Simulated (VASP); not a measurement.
A convergence study with VASP on CaO (rock salt): one setting is varied, all else stays as given below, so the limit is that of these other settings.

```xyz
2
Lattice="0.0000 2.4050 2.4050 2.4050 0.0000 2.4050 2.4050 2.4050 0.0000" Properties=species:S:1:pos:R:3 pbc="T T T"
Ca     0.0000     0.0000     0.0000
O      2.4050     2.4050     2.4050
```

Method: PBE GGA, VASP's PBE PAW potentials (set 64) (plane waves; VASP 6.6.1). The tightest run used: 700 eV cut-off, 19×19×19 Γ-centred mesh, Gaussian smearing of 0.050 eV, potentials Ca_sv O.

Question: The settings run are 1×1×1 mesh; 2×2×2 mesh; 3×3×3 mesh; 4×4×4 mesh; 5×5×5 mesh; 6×6×6 mesh; 7×7×7 mesh; 8×8×8 mesh; 9×9×9 mesh; 10×10×10 mesh; 11×11×11 mesh; 12×12×12 mesh; 13×13×13 mesh; 14×14×14 mesh; 15×15×15 mesh; 16×16×16 mesh; 17×17×17 mesh; 18×18×18 mesh; 19×19×19 mesh. From which on does the stress (every component) stay within 0.5 GPa of the tightest run?

Answer: From 3×3×3 mesh on: it is off by 0.23 there and by no more than 0.5 in any finer run, while 2×2×2 mesh is off by 1.59.
```json
[
 {"setting": "1×1×1 mesh", "E (eV/atom)": "-1.9667", "pressure (GPa)": "52.52", "irreducible k-points": "1", "difference judged (GPa)": "50.64"},
 {"setting": "2×2×2 mesh", "E (eV/atom)": "-6.2451", "pressure (GPa)": "3.46", "irreducible k-points": "3", "difference judged (GPa)": "1.59"},
 {"setting": "3×3×3 mesh", "E (eV/atom)": "-6.3882", "pressure (GPa)": "2.11", "irreducible k-points": "4", "difference judged (GPa)": "0.23"},
 {"setting": "4×4×4 mesh", "E (eV/atom)": "-6.4014", "pressure (GPa)": "1.92", "irreducible k-points": "8", "difference judged (GPa)": "0.05"},
 {"setting": "5×5×5 mesh", "E (eV/atom)": "-6.4031", "pressure (GPa)": "1.88", "irreducible k-points": "10", "difference judged (GPa)": "0.01"},
 {"setting": "6×6×6 mesh", "E (eV/atom)": "-6.4034", "pressure (GPa)": "1.88", "irreducible k-points": "16", "difference judged (GPa)": "0.00"},
 {"setting": "7×7×7 mesh", "E (eV/atom)": "-6.4034", "pressure (GPa)": "1.87", "irreducible k-points": "20", "difference judged (GPa)": "0.00"},
 {"setting": "8×8×8 mesh", "E (eV/atom)": "-6.4034", "pressure (GPa)": "1.87", "irreducible k-points": "29", "difference judged (GPa)": "0.00"},
 {"setting": "9×9×9 mesh", "E (eV/atom)": "-6.4034", "pressure (GPa)": "1.87", "irreducible k-points": "35", "difference judged (GPa)": "0.00"},
 {"setting": "10×10×10 mesh", "E (eV/atom)": "-6.4034", "pressure (GPa)": "1.87", "irreducible k-points": "47", "difference judged (GPa)": "0.00"},
 {"setting": "11×11×11 mesh", "E (eV/atom)": "-6.4034", "pressure (GPa)": "1.87", "irreducible k-points": "56", "difference judged (GPa)": "0.00"},
 {"setting": "12×12×12 mesh", "E (eV/atom)": "-6.4034", "pressure (GPa)": "1.87", "irreducible k-points": "72", "difference judged (GPa)": "0.00"},
 {"setting": "13×13×13 mesh", "E (eV/atom)": "-6.4034", "pressure (GPa)": "1.87", "irreducible k-points": "84", "difference judged (GPa)": "0.00"},
 {"setting": "14×14×14 mesh", "E (eV/atom)": "-6.4034", "pressure (GPa)": "1.87", "irreducible k-points": "104", "difference judged (GPa)": "0.00"},
 {"setting": "15×15×15 mesh", "E (eV/atom)": "-6.4034", "pressure (GPa)": "1.87", "irreducible k-points": "120", "difference judged (GPa)": "0.00"},
 {"setting": "16×16×16 mesh", "E (eV/atom)": "-6.4034", "pressure (GPa)": "1.87", "irreducible k-points": "145", "difference judged (GPa)": "0.00"},
 {"setting": "17×17×17 mesh", "E (eV/atom)": "-6.4034", "pressure (GPa)": "1.87", "irreducible k-points": "165", "difference judged (GPa)": "0.00"},
 {"setting": "18×18×18 mesh", "E (eV/atom)": "-6.4034", "pressure (GPa)": "1.87", "irreducible k-points": "195", "difference judged (GPa)": "0.00"},
 {"setting": "19×19×19 mesh", "E (eV/atom)": "-6.4034", "pressure (GPa)": "1.87", "irreducible k-points": "220", "difference judged (GPa)": "0.00"}
]
```

Left out are rungs that failed or repeat a setting and relaxations that didn't move; long series are thinned to 24 rows.

The compound is CaO in the rock salt structure. The cell was not relaxed at this level.
